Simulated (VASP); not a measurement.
# Lu2Al3S (P6/mmm) in VASP: a series of runs, part 2 of 2

VASP 6.6.1. Earlier steps stand in the parts before.

### 3 Relaxation of cell and atoms, PBE (species swapped into the CeB2Ru3 type (P6/mmm, No. 191))

The input, INCAR:

```
SYSTEM = Lu2Al3S
PREC = Accurate ; ENCUT = 600
EDIFF = 1E-6 ; ISMEAR = 0
SIGMA = 0.1 ; LREAL = .FALSE.
LASPH = .TRUE. ; NELM = 100
ALGO = Normal ; ISIF = 3
LWAVE = .FALSE. ; LCHARG = .FALSE.
GGA = PE ; IBRION = 2
NSW = 90 ; EDIFFG = -0.04
```

The input, KPOINTS:

```
Automatic mesh
0
G
  3 3 6
  0 0 0
```

The input, POSCAR:

```
Lu2Al3S
1.0
    6.1292748500      0.0000000000      0.0000000000
   -3.0646374300      5.3081077300      0.0000000000
    0.0000000000      0.0000000000      3.3169285600
Lu Al S
2 3 1
Direct
    0.3333333300      0.6666666700      0.0000000000
    0.6666666700      0.3333333300      0.0000000000
    0.5000000000      0.0000000000      0.5000000000
    0.5000000000      0.5000000000      0.5000000000
    0.0000000000      0.5000000000      0.5000000000
    0.0000000000      0.0000000000      0.0000000000
```

Potentials or basis: VASP PAW PBE potentials, release 64 (Lu, Al, S).

Run with:

```
$ cat potpaw_PBE.64/Lu/POTCAR potpaw_PBE.64/Al/POTCAR potpaw_PBE.64/S/POTCAR > POTCAR
$ mpirun -np 1 vasp_std > vasp.out
```

OUTCAR:

```text
SYSTEM = Lu2Al3S
   PREC = Accurate
   ENCUT = 600
   EDIFF = 1E-6
   ISMEAR = 0
   LREAL = .FALSE.
   LASPH = .TRUE.
   NELM = 100
   ISIF = 3
   GGA = PE
   IBRION = 2
   NSW = 90
   EDIFFG = -0.04

 ion  position               nearest neighbor table
   1  0.333  0.667  0.000-   5 2.43   5 2.43   3 2.43   3 2.43   4 2.43   4 2.43   2 3.54   2 3.54
                             2 3.54
   2  0.667  0.333  0.000-   5 2.43   5 2.43   3 2.43   3 2.43   4 2.43   4 2.43   1 3.54   1 3.54
                             1 3.54
   3  0.500  0.000  0.500-   1 2.43   2 2.43   1 2.43   2 2.43   5 3.06   5 3.06   4 3.06   4 3.06

   4  0.500  0.500  0.500-   1 2.43   2 2.43   1 2.43   2 2.43   5 3.06   5 3.06   3 3.06   3 3.06

   5  0.000  0.500  0.500-   1 2.43   2 2.43   1 2.43   2 2.43   4 3.06   4 3.06   3 3.06   3 3.06

   6  0.000  0.000  0.000-

  LATTYP: Found a hexagonal cell.
 ALAT       =     6.1292748500
 C/A-ratio  =     0.5411616612

  Lattice vectors:

 A1 = (   6.1292748500,   0.0000000000,   0.0000000000)
 A2 = (  -3.0646374300,   5.3081077300,   0.0000000000)
 A3 = (   0.0000000000,   0.0000000000,   3.3169285600)

Analysis of symmetry for initial positions (statically):
=====================================================================
 Subroutine PRICEL returns:
 Original cell was already a primitive cell.

 Routine SETGRP: Setting up the symmetry group for a
 hexagonal supercell.

 Subroutine GETGRP returns: Found 24 space group operations
 (whereof 24 operations were pure point group operations)
 out of a pool of 24 trial point group operations.

The static configuration has the point symmetry D_6h.

Analysis of symmetry for dynamics (positions and initial velocities):
=====================================================================
 Subroutine PRICEL returns:
 Original cell was already a primitive cell.

 Routine SETGRP: Setting up the symmetry group for a
 hexagonal supercell.

 Subroutine GETGRP returns: Found 24 space group operations
 (whereof 24 operations were pure point group operations)
[... 113 lines left out ...]
   EFERMI_NEDOS =   21; number of points for ismear=-14 and -15
   IALGO  =     38    algorithm
   IMIX   =      4    mixing-type and parameters
     AMIX     =   0.40;   BMIX     =  1.00
     AMIX_MAG =   1.60;   BMIX_MAG =  1.00
  volume/ion in A,a.u.               =      17.99       121.38
  Fermi-wavevector in a.u.,A,eV,Ry     =   1.382561  2.612661 26.007195  1.911475
  Thomas-Fermi vector in A             =   2.507241
   LORBIT       =      0    0 simple, 1 ext, 2 COOP (PROOUT), +10 PAW based schemes
   GGA     = PE    functional components
   LHFCALC =     F    Hartree Fock is set to
   AEXX    =    0.0000 exact exchange contribution
   IVDW    =     0    specifies the selected vdW correction
   LEPSILON=     F    determine dielectric tensor
   LRPA    =     F    only Hartree local field effects (RPA)
 conjugate gradient relaxation of ions
 non-spin polarized calculation
 Gauss-broadening in eV      SIGMA  =   0.10
  energy-cutoff  :      600.00
  volume of cell :      107.92
 maximum number of plane-waves:      3625
 NGX is ok and might be reduce to    50
   NGX = 25   NGY = 25   NGZ = 13

--------------------------------------- Ionic step        1  -------------------------------------------

 number of electron      64.9999996 magnetization

 Free energy of the ion-electron system (eV)
  ---------------------------------------------------
  ext. energy  EPLUGINS =         0.00000000
  ---------------------------------------------------
  free energy    TOTEN  =       -14.62995142 eV

  energy without entropy =      -14.60391920  energy(sigma->0) =      -14.61693531

------------------------ aborting loop because EDIFF is reached ----------------------------------------

  FORCE on cell =-STRESS in cart. coord.  units (eV):
  Direction    XX          YY          ZZ          XY          YZ          ZX
  --------------------------------------------------------------------------------------
  -------------------------------------------------------------------------------------
  Total       21.0044063     21.0044064     39.5445898     -0.0000000      0.0000000      0.0000000
  in kB      311.8430366    311.8430370    587.1008578     -0.0000003      0.0000000      0.0000000
  external PRESSURE =     403.5956438 kB  Pullay stress =       0.0000000 kB
[... 1126 lines left out ...]
     38       5.7502      0.00000
     39       7.5622      0.00000

[... ionic steps 4 to 10 ...]

--------------------------------------- Ionic step       11  -------------------------------------------

 number of electron      64.9999988 magnetization

------------------------ aborting loop because EDIFF is reached ----------------------------------------
[... 75 lines left out ...]
--------------------------------------- Ionic step       13  -------------------------------------------

 number of electron      65.0000051 magnetization

 Free energy of the ion-electron system (eV)
  ---------------------------------------------------
  ext. energy  EPLUGINS =         0.00000000
  ---------------------------------------------------
  free energy    TOTEN  =       -24.66273000 eV

  energy without entropy =      -24.62954562  energy(sigma->0) =      -24.64613781

 E-fermi :   4.3135     XC(G=0): -10.0228

 val. band max:        4.2527705119   @ k =   0.0000   0.0000   0.1667
 cond. band min:       4.3337886588   @ k =   0.3333   0.0000   0.1667
 fundamental gap:      0.0810181469
 Fermi energy:         4.3135359160
[... 535 lines left out ...]
  FREE ENERGIE OF THE ION-ELECTRON SYSTEM (eV)
  ---------------------------------------------------
  free  energy   TOTEN  =       -24.6627300014 eV

  energy  without entropy=      -24.6295456214  energy(sigma->0) =      -24.64613781

 reached required accuracy - stopping structural energy minimisation
```

It took 19 min on 1 thread of Intel Xeon Platinum 8488C (Sapphire Rapids), shared host; peak memory 0.32 GiB.

What came out:

```
Free energy                            : -24.6627 eV
Relaxed volume                         : 22.51 Å³/atom
Relaxed cell                           : a = 5.377 Å, b = 5.377 Å, c = 5.394 Å, α = 90.00°, β = 90.00°, γ = 120.00°
Space group after relaxing (to 0.05 Å) : P6/mmm (No. 191)
Energy gained by relaxing              : 1672.1 meV/atom
Ionic steps                            : 13
Pressure after relaxing                : 0.0 GPa
Band gap on the k mesh                 : none (metal or under the smearing width)
```

The path:
```tsv
step	energy change (eV)	largest force (eV/Å)	pressure (GPa)	volume (Å³)
1	0.0000	0.0000	40.36	107.92
2	-6.1069	0.0000	-4.73	194.33
3	-6.3937	0.0000	-0.66	170.59
4	-6.3950	0.0000	-1.44	174.00
5	-6.9888	0.0000	-2.10	170.84
6	-8.9587	0.0000	-3.67	157.79
7	-7.7909	0.0000	12.45	119.85
8	-9.7042	0.0000	-3.67	149.14
9	-9.9890	0.0000	-2.24	140.77
10	-9.9235	0.0000	4.09	126.60
11	-10.0295	0.0000	-0.13	135.24
12	-10.0295	0.0000	-0.05	135.03
13	-10.0328	0.0000	0.03	135.06
```

Final structure:
```
Lu Al S
1.0
     5.37701    0.00000    0.00000
    -2.68850    4.65663    0.00000
     0.00000    0.00000    5.39413
Lu Al S
2 3 1
Direct
  0.33333 0.66667 0.00000
  0.66667 0.33333 0.00000
  0.50000 0.00000 0.50000
  0.50000 0.50000 0.50000
  0.00000 0.50000 0.50000
  0.00000 0.00000 0.00000
```

Caveat: the k mesh is coarse (spacing up to 0.39 Å⁻¹), so the values aren't converged; the volume moved by over 15 % at a fixed basis, so the end points are rough. The run has no spin-orbit coupling, so splittings on Lu are missing.
